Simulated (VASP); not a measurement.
An input for Ansatz (written as the equivalent of a VASP run, and not itself run):

Ansatz 0.2 input:
```yaml
crystal:
  lattice:
    - [7.1730160, 0.0000000, 0.0000000]
    - [0.0000000, 10.0960460, 0.0000000]
    - [0.0000000, 0.0000000, 7.1017030]
  atoms:
    - { symbol: Ba, position: [0.0430300, 0.2500000, 0.0087500] }
    - { symbol: Ba, position: [0.9569700, 0.7500000, 0.9912500] }
    - { symbol: Ba, position: [0.4569700, 0.7500000, 0.5087500] }
    - { symbol: Ba, position: [0.5430300, 0.2500000, 0.4912500] }
    - { symbol: Zr, position: [0.0000000, 0.0000000, 0.5000000] }
    - { symbol: Zr, position: [0.5000000, 0.0000000, 0.0000000] }
    - { symbol: Zr, position: [0.5000000, 0.5000000, 0.0000000] }
    - { symbol: Zr, position: [0.0000000, 0.5000000, 0.5000000] }
    - { symbol: S, position: [0.9941600, 0.2500000, 0.5609000] }
    - { symbol: S, position: [0.0058400, 0.7500000, 0.4391000] }
    - { symbol: S, position: [0.5058400, 0.7500000, 0.0609000] }
    - { symbol: S, position: [0.4941600, 0.2500000, 0.9391000] }
    - { symbol: S, position: [0.2132600, 0.9681800, 0.7866200] }
    - { symbol: S, position: [0.7867400, 0.0318200, 0.2133800] }
    - { symbol: S, position: [0.2867400, 0.0318200, 0.2866200] }
    - { symbol: S, position: [0.7132600, 0.9681800, 0.7133800] }
    - { symbol: S, position: [0.7132600, 0.5318200, 0.7133800] }
    - { symbol: S, position: [0.2867400, 0.4681800, 0.2866200] }
    - { symbol: S, position: [0.7867400, 0.4681800, 0.2133800] }
    - { symbol: S, position: [0.2132600, 0.5318200, 0.7866200] }
kpoints:
  mp_grid: { grid: [3, 2, 3], shift: [0.5, 0.5, 0.5] }
hamiltonian:
  xc: lda
  pseudopotentials: { kind: paw }
scf:
  occupations: { method: fermi_dirac, width: 0.05 }
  max_iter: 100
output: { forces: true, stress: true, eigenvalues: true }
```

Q: Write the VASP files for the same calculation (LDA).

A: One answer among several that fit: 
### KPOINTS
```
K-points
0
Gamma
  3 2 3
0.5 0.5 0.5
```

**POSCAR**
```
BaZrS3
1
    7.1730160000     0.0000000000     0.0000000000
    0.0000000000    10.0960460000     0.0000000000
    0.0000000000     0.0000000000     7.1017030000
Ba Zr S
4 4 12
Direct
  0.0430300000   0.2500000000   0.0087500000
  0.9569700000   0.7500000000   0.9912500000
  0.4569700000   0.7500000000   0.5087500000
  0.5430300000   0.2500000000   0.4912500000
  0.0000000000   0.0000000000   0.5000000000
  0.5000000000   0.0000000000   0.0000000000
  0.5000000000   0.5000000000   0.0000000000
  0.0000000000   0.5000000000   0.5000000000
  0.9941600000   0.2500000000   0.5609000000
  0.0058400000   0.7500000000   0.4391000000
  0.5058400000   0.7500000000   0.0609000000
  0.4941600000   0.2500000000   0.9391000000
  0.2132600000   0.9681800000   0.7866200000
  0.7867400000   0.0318200000   0.2133800000
  0.2867400000   0.0318200000   0.2866200000
  0.7132600000   0.9681800000   0.7133800000
  0.7132600000   0.5318200000   0.7133800000
  0.2867400000   0.4681800000   0.2866200000
  0.7867400000   0.4681800000   0.2133800000
  0.2132600000   0.5318200000   0.7866200000
```

**INCAR**
```
# general
SYSTEM  = BaZrS3
PREC    = Accurate
ENCUT   = 300   # plane-wave cut-off (eV)
LREAL   = Auto   # projection in real space or not
LASPH   = T

# electronic loop
EDIFF   = 1E-6
NELM    = 100   # most electronic steps
ALGO    = Normal   # blocked Davidson
LMAXMIX = 4   # l cut-off of mixed one-centre charges

# smearing
ISMEAR  = -1
SIGMA   = 0.05

# ions
ISIF    = 2

# output
LWAVE   = F
LCHARG  = F
```

POTCAR, in this order: Ba_sv Zr_sv S (LDA.64 set). Program: vasp_std.

Limits of the translation: each code has its own PAW files, so the cut-off isn't converted (ENCUT is set for VASP's; basis.ecutwfc is left out, and Ansatz then takes the one that its files recommend); Ansatz stops its SCF on the density residual and VASP on the energy change (EDIFF); Ansatz's lda is the Perdew-Wang form, while the LDA potentials of VASP carry Perdew-Zunger's.

The structure comes from a computed database's BaZrS3 entry; how it stands against other phases isn't given here. The cell was not relaxed at this level. The run is one of a series of settings (GGA removed, POTCAR Ba_sv Zr_sv S (LDA.64 set) against the base run), some of them coarse on purpose.
